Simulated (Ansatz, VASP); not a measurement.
# Cross-check of SiO2 between VASP and Ansatz, part 3 of 3

Aim: how closely do two programs agree when they are given the same cell, functional and k mesh? The cell is taken from a series of runs on this material, whose earlier steps may have relaxed, scaled, displaced or heated it; both programs get it as it stands.

VASP 6.6.1 and Ansatz 0.2.0.

So far: The starting structure; Ansatz: zone-centre phonons, LDA; VASP: zone-centre phonons, LDA.

### Step 3. VASP: zone-centre phonons, LDA (continued)

Level of this step: LDA; plane waves and PAW (O, Si) (VASP).

Numbers of over 12 decimals in the logs are rounded to 6 here.

Parts of OUTCAR (step 3):

```text
ion  position               nearest neighbor table
   1  0.695  0.695  0.000-   5 1.75   5 1.75   6 1.78
   2  0.195  0.805  0.500-   6 1.75   6 1.75   5 1.78
   3  0.305  0.305  0.000-   5 1.75   5 1.75   6 1.78
   4  0.805  0.195  0.500-   6 1.75   6 1.75   5 1.78
   5  0.500  0.500  0.500-   1 1.75   3 1.75   1 1.75   3 1.75   2 1.78   4 1.78
   6  0.000  0.000  0.000-   2 1.75   4 1.75   2 1.75   4 1.75   3 1.78   1 1.78

  LATTYP: Found a simple tetragonal cell.
 ALAT       =     4.1220688550
 C/A-ratio  =     0.6428445180

 Subroutine GETGRP returns: Found 16 space group operations
 (whereof  8 operations were pure point group operations)

The static configuration has the point symmetry D_2h.
 The point group associated with its full space group is D_4h.

 Found     75 irreducible k-points:

   k-points           NKPTS =     75   k-points in BZ     NKDIM =     75   number of bands    NBANDS=     22

   dimension x,y,z NGX =    36 NGY =   36 NGZ =   24
   dimension x,y,z NGXF=    72 NGYF=   72 NGZF=   48

   ENCUT  =  600.0 eV  44.10 Ry    6.64 a.u.   8.23  8.23  5.29*2*pi/ulx,y,z

   NELECT =      32.0000    total number of electrons

 k-points in reciprocal lattice and weights: Automatic mesh
   0.00000000  0.00000000  0.00000000       0.002
   0.12500000  0.00000000  0.00000000       0.008
   0.25000000  0.00000000  0.00000000       0.008
   0.37500000  0.00000000  0.00000000       0.008
   0.50000000  0.00000000  0.00000000       0.004
   0.12500000  0.12500000  0.00000000       0.008
   0.25000000  0.12500000  0.00000000       0.016
   0.37500000  0.12500000  0.00000000       0.016
   0.50000000  0.12500000  0.00000000       0.008
[...]
0.50000000  0.37500000  0.50000000       0.008
   0.50000000  0.50000000  0.50000000       0.002

[...]
2     0.33512     3.76976     0.00000
    3     0.00000     0.00000     4.01410

 Eigenvectors and eigenvalues of the dynamical matrix
 ----------------------------------------------------

   1 f  =   29.308956 THz   184.153603 2PiTHz  977.641545 cm-1   121.212049 meV
             X         Y         Z           dx          dy          dz
      2.865520  2.865520  0.000000     0.353553    0.353553    0.000000
      0.804485  3.317584  1.324925    -0.353553    0.353553    0.000000
      1.256549  1.256549  0.000000    -0.353553   -0.353553   -0.000000
      3.317584  0.804485  1.324925     0.353553   -0.353553   -0.000000
      2.061034  2.061034  1.324925     0.000000   -0.000000    0.000000
      0.000000  0.000000  0.000000    -0.000000    0.000000    0.000000

   2 f  =   25.290975 THz   158.907882 2PiTHz  843.616116 cm-1   104.595021 meV
             X         Y         Z           dx          dy          dz
      2.865520  2.865520  0.000000     0.018702   -0.228041   -0.000000
      0.804485  3.317584  1.324925    -0.305003    0.380368    0.000000
      1.256549  1.256549  0.000000     0.018702   -0.228041   -0.000000
      3.317584  0.804485  1.324925    -0.305003    0.380368   -0.000000
      2.061034  2.061034  1.324925     0.034110    0.227016    0.000000
      0.000000  0.000000  0.000000     0.398001   -0.456922   -0.000000

   3 f  =   25.290975 THz   158.907882 2PiTHz  843.616116 cm-1   104.595021 meV
             X         Y         Z           dx          dy          dz
      2.865520  2.865520  0.000000    -0.380368   -0.305003    0.000000
      0.804485  3.317584  1.324925     0.228041    0.018702    0.000000
      1.256549  1.256549  0.000000    -0.380368   -0.305003    0.000000
      3.317584  0.804485  1.324925     0.228041    0.018702   -0.000000
      2.061034  2.061034  1.324925     0.456922    0.398001   -0.000000
      0.000000  0.000000  0.000000    -0.227016    0.034110    0.000000

   4 f  =   23.565447 THz   148.066071 2PiTHz  786.058705 cm-1    97.458814 meV
             X         Y         Z           dx          dy          dz
      2.865520  2.865520  0.000000     0.000000    0.000000    0.446656
      0.804485  3.317584  1.324925    -0.000000    0.000000   -0.446656
      1.256549  1.256549  0.000000     0.000000    0.000000    0.446656
      3.317584  0.804485  1.324925    -0.000000    0.000000   -0.446656
      2.061034  2.061034  1.324925    -0.000000   -0.000000   -0.317800
      0.000000  0.000000  0.000000    -0.000000   -0.000000    0.317800

   5 f  =   23.342863 THz   146.667536 2PiTHz  778.634108 cm-1    96.538282 meV
             X         Y         Z           dx          dy          dz
      2.865520  2.865520  0.000000    -0.353553   -0.353553   -0.000000
      0.804485  3.317584  1.324925    -0.353553    0.353553   -0.000000
      1.256549  1.256549  0.000000     0.353553    0.353553    0.000000
      3.317584  0.804485  1.324925     0.353553   -0.353553    0.000000
      2.061034  2.061034  1.324925     0.000000    0.000000    0.000000
      0.000000  0.000000  0.000000    -0.000000    0.000000   -0.000000

   6 f  =   20.425827 THz   128.339258 2PiTHz  681.332260 cm-1    84.474396 meV
             X         Y         Z           dx          dy          dz
      2.865520  2.865520  0.000000     0.000000    0.000000    0.341911
      0.804485  3.317584  1.324925    -0.000000    0.000000    0.341911
      1.256549  1.256549  0.000000     0.000000   -0.000000    0.341911
      3.317584  0.804485  1.324925    -0.000000    0.000000    0.341911
      2.061034  2.061034  1.324925     0.000000   -0.000000   -0.515940
      0.000000  0.000000  0.000000    -0.000000   -0.000000   -0.515940

   7 f  =   18.710296 THz   117.560258 2PiTHz  624.108300 cm-1    77.379532 meV
             X         Y         Z           dx          dy          dz
      2.865520  2.865520  0.000000    -0.167022    0.061657    0.000000
      0.804485  3.317584  1.324925     0.254334   -0.201472    0.000000
      1.256549  1.256549  0.000000    -0.167022    0.061657   -0.000000
      3.317584  0.804485  1.324925     0.254334   -0.201472   -0.000000
      2.061034  2.061034  1.324925    -0.565944    0.417806   -0.000000
      0.000000  0.000000  0.000000     0.434124   -0.206719   -0.000000

   8 f  =   18.710296 THz   117.560258 2PiTHz  624.108300 cm-1    77.379532 meV
             X         Y         Z           dx          dy          dz
      2.865520  2.865520  0.000000     0.201472    0.254334    0.000000
      0.804485  3.317584  1.324925    -0.061657   -0.167022    0.000000
      1.256549  1.256549  0.000000     0.201472    0.254334   -0.000000
      3.317584  0.804485  1.324925    -0.061657   -0.167022   -0.000000
      2.061034  2.061034  1.324925     0.206719    0.434124    0.000000
      0.000000  0.000000  0.000000    -0.417806   -0.565944   -0.000000

   9 f  =   18.114663 THz   113.817785 2PiTHz  604.240118 cm-1    74.916193 meV
             X         Y         Z           dx          dy          dz
      2.865520  2.865520  0.000000     0.353553   -0.353553    0.000000
      0.804485  3.317584  1.324925    -0.353553   -0.353553   -0.000000
      1.256549  1.256549  0.000000    -0.353553    0.353553   -0.000000
      3.317584  0.804485  1.324925     0.353553    0.353553    0.000000
      2.061034  2.061034  1.324925     0.000000   -0.000000   -0.000000
      0.000000  0.000000  0.000000    -0.000000    0.000000    0.000000

  10 f  =   18.094002 THz   113.687966 2PiTHz  603.550931 cm-1    74.830745 meV
             X         Y         Z           dx          dy          dz
      2.865520  2.865520  0.000000     0.000000   -0.000000   -0.704553
      0.804485  3.317584  1.324925    -0.000000   -0.000000    0.060045
      1.256549  1.256549  0.000000    -0.000000    0.000000    0.704553
      3.317584  0.804485  1.324925     0.000000    0.000000   -0.060045
      2.061034  2.061034  1.324925    -0.000000    0.000000    0.000000
      0.000000  0.000000  0.000000    -0.000000   -0.000000    0.000000

  11 f  =   18.094002 THz   113.687966 2PiTHz  603.550931 cm-1    74.830745 meV
             X         Y         Z           dx          dy          dz
      2.865520  2.865520  0.000000    -0.000000    0.000000   -0.060045
      0.804485  3.317584  1.324925     0.000000    0.000000   -0.704553
      1.256549  1.256549  0.000000     0.000000   -0.000000    0.060045
      3.317584  0.804485  1.324925    -0.000000   -0.000000    0.704553
      2.061034  2.061034  1.324925    -0.000000    0.000000    0.000000
      0.000000  0.000000  0.000000     0.000000   -0.000000    0.000000

  12 f  =   14.367574 THz    90.274128 2PiTHz  479.250671 cm-1    59.419484 meV
             X         Y         Z           dx          dy          dz
      2.865520  2.865520  0.000000     0.167419   -0.199463   -0.000000
      0.804485  3.317584  1.324925    -0.336963   -0.353978   -0.000000
      1.256549  1.256549  0.000000     0.167419   -0.199463   -0.000000
      3.317584  0.804485  1.324925    -0.336963   -0.353978    0.000000
      2.061034  2.061034  1.324925     0.081037    0.403406   -0.000000
      0.000000  0.000000  0.000000     0.174939    0.432173    0.000000

  13 f  =   14.367574 THz    90.274128 2PiTHz  479.250671 cm-1    59.419484 meV
             X         Y         Z           dx          dy          dz
      2.865520  2.865520  0.000000     0.353978   -0.336963    0.000000
      0.804485  3.317584  1.324925     0.199463    0.167419    0.000000
      1.256549  1.256549  0.000000     0.353978   -0.336963   -0.000000
      3.317584  0.804485  1.324925     0.199463    0.167419   -0.000000
      2.061034  2.061034  1.324925    -0.432173    0.174939    0.000000
      0.000000  0.000000  0.000000    -0.403406    0.081037    0.000000
    [... 43 further lines ...]
      2.061034  2.061034  1.324925    -0.000000    0.000000   -0.483535
      0.000000  0.000000  0.000000    -0.000000    0.000000   -0.483535

 MACROSCOPIC STATIC DIELECTRIC TENSOR IONIC CONTRIBUTION
 ------------------------------------------------------
           6.839927    -0.000000    -0.000000
          -0.000000     6.839927     0.000000
          -0.000000     0.000000     5.072817
 ------------------------------------------------------

 ELASTIC MODULI CONTR FROM IONIC RELAXATION (kBar)
 Direction    XX          YY          ZZ          XY          YZ          ZX
 --------------------------------------------------------------------------------
 XX        -966.3392    414.1163    -74.5356     -0.0000      0.0000      0.0000
 YY         414.1163   -966.3392    -74.5356      0.0000     -0.0000      0.0000
 ZZ         -74.5356    -74.5356    -20.1207      0.0000     -0.0000      0.0000
 XY          -0.0000     -0.0000     -0.0000     -5.8073      0.0000      0.0000
 YZ           0.0000     -0.0000     -0.0000      0.0000    -87.5662     -0.0000
 ZX           0.0000      0.0000      0.0000      0.0000     -0.0000   -109.1792
 --------------------------------------------------------------------------------

 PIEZOELECTRIC TENSOR IONIC CONTR  for field in x, y, z        (C/m^2)
          XX          YY          ZZ          XY          YZ          ZX
  --------------------------------------------------------------------------------
  x    -0.00000    -0.00000    -0.00000    -0.00000    -0.00000    -0.00000
  y    -0.00000    -0.00000    -0.00000     0.00000     0.00000    -0.00000
  z     0.00000     0.00000     0.00000    -0.00000     0.00000     0.00000
```

### Step 4. Comparison

Known differences besides the potentials themselves: the two LDA forms differ slightly; fixed occupations in Ansatz, narrow Gaussian smearing in VASP; VASP's response is taken on the typed mesh, Ansatz refines its own for the field response alone; the cutoff is 420 eV in Ansatz and 600 eV in VASP; VASP's log shows a relativistic correction to its local exchange, Ansatz's none; VASP's log repeats an internal error in its field response. Total energies have different zeros and are not compared.

Compared:

| quantity | Ansatz | VASP | difference |
| --- | --- | --- | --- |
| ε∞ xx | 3.35 | 3.33 | +0.65 % |
| ε∞ yy | 3.35 | 3.33 | +0.65 % |
| ε∞ zz | 3.53 | 3.51 | +0.71 % |
| Born charge of O1 (mean of the diagonal) (e) | -1.94 | -1.93 | -0.02 |
| Born charge of Si5 (mean of the diagonal) (e) | 3.89 | 3.85 | +0.03 |
| optical mode 1 (cm⁻¹) | 210.5 | 210.6 | -0.05 % |
| optical mode 2 (cm⁻¹) | 389.4 | 392.4 | -0.76 % |
| optical mode 3 to 4 (cm⁻¹) | 476.0 | 479.3 | -0.69 % |
| optical mode 5 to 6 (cm⁻¹) | 597.7 | 603.6 | -0.97 % |
| optical mode 7 (cm⁻¹) | 600.6 | 604.2 | -0.60 % |
| optical mode 8 to 9 (cm⁻¹) | 619.2 | 624.1 | -0.79 % |
| optical mode 10 (cm⁻¹) | 673.6 | 681.3 | -1.14 % |
| optical mode 11 (cm⁻¹) | 774.3 | 778.6 | -0.55 % |
| optical mode 12 (cm⁻¹) | 778.0 | 786.1 | -1.03 % |
| optical mode 13 to 14 (cm⁻¹) | 839.2 | 843.6 | -0.52 % |
| optical mode 15 (cm⁻¹) | 973.4 | 977.6 | -0.43 % |

Modes are paired by rising frequency, not by their patterns, so a pair may set unlike modes beside each other; they are those without the splitting of longitudinal modes.

### Step 5. Outcome

```json
{
 "r.m.s. difference of the optical zone-centre modes, each program's sorted by frequency (zone-centre phonons, LDA)": "4.9 cm⁻¹",
 "difference in optical mode 10 (zone-centre phonons, LDA)": "-1.1 %"
}
```

**Reading.** The r.m.s. difference of the optical zone-centre modes, each program's sorted by frequency is 4.9 cm⁻¹ (zone-centre phonons, LDA). Among the rows given in per cent, the largest difference of the zone-centre phonons, LDA pair is in optical mode 10, -1.1 %. How closely two codes agree says nothing of how well the functional describes the real material.

[Lines on the potential files, build, host, timing and source positions are cut from VASP's logs without a mark.]

[Logs are printed without paths, hosts, clocks, repeated set-up lines and the standing remarks that a program may print on its own settings, such as how far it seeks lower states.]

[Hosts, paths, dates, database ids (printed as entryN), source tags and the programs' standing remarks are cut or masked in the printed files.]
